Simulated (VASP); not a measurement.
Level of theory: PBE GGA with D3 dispersion (zero damping), VASP's PBE PAW potentials (set 64) (plane waves; VASP).

VASP input:

KPOINTS:
```
K-points
0
gamma
  13 13 8
0 0 0
```

INCAR:
```
ALGO  =  Normal
EDIFF  =  1E-7
ENCUT  =  520
GGA  =  PE
ISIF  =  2
ISMEAR  =  -5
IVDW  =  11
LASPH  =  .True.
LCHARG  =  .True.
LMAXMIX  =  6
LORBIT  =  11
LREAL  =  .False.
LWAVE  =  .False.
NEDOS  =  601
NELM  =  100
PREC  =  Accurate
SYSTEM  =  Tm
```

POSCAR:
```
Tm
1
    1.7563447083    -3.0420783394     0.0000000000
    1.7563447083     3.0420783394     0.0000000000
    0.0000000000     0.0000000000     5.4136160918
Tm
2
Direct
  0.3333330000   0.6666670000   0.2500000000
  0.6666670000   0.3333330000   0.7500000000
```

POTCAR, in this order: Tm_3 (PBE.64 set). Program: vasp_std.

What VASP printed:

### OSZICAR
```
       N       E                     dE             d eps       ncg     rms          rms(c)
DAV:   1     0.658225109039E+02    0.65823E+02   -0.84107E+03  2738   0.131E+03
DAV:   2    -0.439702296516E+01   -0.70220E+02   -0.69220E+02  2826   0.398E+02
DAV:   3    -0.879056685272E+01   -0.43935E+01   -0.41145E+01  4441   0.623E+01
DAV:   4    -0.891374582559E+01   -0.12318E+00   -0.12011E+00  4397   0.850E+00
DAV:   5    -0.891507669925E+01   -0.13309E-02   -0.13337E-02  3791   0.786E-01    0.246E+01
DAV:   6    -0.891617105698E+01   -0.10944E-02   -0.30373E-02  4304   0.214E+00    0.146E+01
DAV:   7    -0.893278830868E+01   -0.16617E-01   -0.52489E-02  4133   0.275E+00    0.393E-01
DAV:   8    -0.893256288035E+01    0.22543E-03   -0.28646E-03  3555   0.492E-01    0.103E-01
DAV:   9    -0.893256902864E+01   -0.61483E-05   -0.23500E-04  4485   0.164E-01    0.292E-02
DAV:  10    -0.893256312464E+01    0.59040E-05   -0.24262E-05  3821   0.453E-02    0.371E-02
DAV:  11    -0.893256350183E+01   -0.37719E-06   -0.24700E-06  3504   0.158E-02    0.238E-03
DAV:  12    -0.893256378188E+01   -0.28005E-06   -0.20723E-07  2296   0.519E-03    0.758E-04
DAV:  13    -0.893256378556E+01   -0.36896E-08   -0.38748E-08  1805   0.357E-03
   1 F= -.95695601E+01 E0= -.95695601E+01  d E =0.000000E+00
```

OUTCAR:
```
------------------------ aborting loop because EDIFF is reached ----------------------------------------
 Edisp (eV)   -0.63700
  FORCE on cell =-STRESS in cart. coord.  units (eV):
  Direction    XX          YY          ZZ          XY          YZ          ZX
  --------------------------------------------------------------------------------------
  Total       0.03113     0.03113     0.11098     0.00000     0.00000    -0.00000
  in kB       0.86217     0.86217     3.07362     0.00000     0.00000    -0.00000
  external pressure =        1.60 kB  Pullay stress =        0.00 kB
  volume of cell :       57.85
      direct lattice vectors                 reciprocal lattice vectors
     1.756344708 -3.042078339  0.000000000     0.284682157 -0.164361316  0.000000000
     1.756344708  3.042078339  0.000000000     0.284682157  0.164361316  0.000000000
     0.000000000  0.000000000  5.413616092     0.000000000  0.000000000  0.184719415
 POSITION                                       TOTAL-FORCE (eV/Angst)
 -----------------------------------------------------------------------------------
      1.75634      1.01403      1.35340         0.000000     -0.000000      0.000000
      1.75634     -1.01403      4.06021        -0.000000      0.000000      0.000000
 -----------------------------------------------------------------------------------
    total drift:                                0.000000      0.000068     -0.000012
  FREE ENERGIE OF THE ION-ELECTRON SYSTEM (eV)
  ---------------------------------------------------
  free  energy   TOTEN  =        -9.5695601013 eV

  energy  without entropy=       -9.5695601013  energy(sigma->0) =       -9.56956010

 total charge

# of ion       s       p       d       tot
------------------------------------------
    1        0.560   6.598   1.110   8.269
    2        0.560   6.598   1.110   8.269
--------------------------------------------------
tot          1.121  13.196   2.220  16.537
```
(Selected blocks of OUTCAR.)

OUTCAR:
```
 val. band max:        3.0852370323   @ k =   0.3077   0.0769   0.0000

 cond. band min:       3.0875889156   @ k =   0.1538   0.1538   0.3750


 Fermi energy:         3.0874964730

 k-point     1 :       0.0000    0.0000    0.0000
  band No.  band energies     occupation
      1     -22.5315      2.00000
      2     -21.9800      2.00000
      3     -21.9800      2.00000
      4     -21.8652      2.00000
      5     -21.8652      2.00000
      6     -21.8103      2.00000
      7      -2.6761      2.00000
      8       0.7499      2.00000
      9       4.2597      0.00000
     10       5.1359      0.00000
     11       5.1359      0.00000
     12       5.7111      0.00000
     13       5.9336      0.00000

 k-point     2 :       0.0769    0.0000    0.0000
  band No.  band energies     occupation
      1     -22.5192      2.00000
      2     -22.0034      2.00000
      3     -21.9884      2.00000
      4     -21.8903      2.00000
      5     -21.8679      2.00000
      6     -21.8167      2.00000
      7      -2.5297      2.00000
      8       0.8929      2.00000
      9       4.1046      0.00000
     10       4.7642      0.00000
     11       5.2748      0.00000
     12       5.7437      0.00000
     13       5.9912      0.00000

 k-point     3 :       0.1538    0.0000    0.0000
  band No.  band energies     occupation
      1     -22.4838      2.00000
      2     -22.0686      2.00000
      3     -22.0109      2.00000
      4     -21.9584      2.00000
      5     -21.8761      2.00000
      6     -21.8358      2.00000
      7      -2.1063      2.00000
      8       1.2864      2.00000
      9       3.7030     -0.00446
     10       4.1526      0.00000
     11       5.3135      0.00000
     12       5.6860      0.00000
     13       5.7778      0.00000

 k-point     4 :       0.2308    0.0000    0.0000
  band No.  band energies     occupation
      1     -22.4293      2.00000
      2     -22.1609      2.00000
      3     -22.0507      2.00000
...
```

The 4f electrons are frozen in the core of the lanthanide potential, so 4f levels, which can set the real gap, and their magnetism are missing. For a metal the tetrahedron method with Blöchl corrections gives inexact stress and forces.

The compound is Tm in the hcp structure. It was relaxed first.
